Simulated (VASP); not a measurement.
VASP input:

**POSCAR**
```
KBr
1.0
  0.0000000000   3.4117627971   3.4117627971
  3.4117627971   0.0000000000   3.4117627971
  3.4117627971   3.4117627971   0.0000000000
K Br
1 1
Cart
  0.0000000000   0.0000000000   0.0000000000
  3.4117627971   3.4117627971   3.4117627971
```

### INCAR
```
SYSTEM = KBr
PREC = Accurate
ENCUT = 520
EDIFF = 1E-7
NELM = 100
ALGO = Normal
LREAL = .FALSE.
LASPH = .TRUE.
ISMEAR = 0
SIGMA = 0.05
GGA = RE
LMAXMIX = 4
LWAVE = .FALSE.
LCHARG = .FALSE.
ISIF = 2
```

### KPOINTS
```
Automatic mesh
0
Gamma
7 7 7
0 0 0
```

POTCAR, in this order: K_sv Br (PBE.64 set). Program: vasp_std.

**Question.** Translate this revPBE calculation to Quantum ESPRESSO's pw.x.

**Answer.** One equivalent input (not run):
```
&CONTROL
  calculation = 'scf'
  pseudo_dir = './pseudo'
  outdir = './out'
  tprnfor = .true.
  tstress = .true.
/
&SYSTEM
  ibrav = 0
  nat = 2
  ntyp = 2
  ecutwfc = 74
  occupations = 'smearing'
  smearing = 'gaussian'
  degauss = 0.003675
  input_dft = 'revpbe'
/
&ELECTRONS
  conv_thr = 7.3e-09
  electron_maxstep = 100
/
ATOMIC_SPECIES
  K 39.098 K.upf
  Br 79.904 Br.upf
CELL_PARAMETERS angstrom
     0.0000000    3.4117628    3.4117628
     3.4117628    0.0000000    3.4117628
     3.4117628    3.4117628    0.0000000
ATOMIC_POSITIONS crystal
  K    0.0000000  0.0000000  0.0000000
  Br   0.5000000  0.5000000  0.5000000
K_POINTS automatic
  7 7 7 0 0 0
```
What does not carry over: the potentials are each code's own (VASP's PAW set, PseudoDojo norm-conserving files in pw.x), so ENCUT and ecutwfc are chosen apart and not converted; conv_thr bounds pw.x's estimated SCF error, while EDIFF bounds the energy change between steps.

The compound is KBr in the rock salt structure. This cell is one point of a volume scan, at 0.97 of the reference volume.
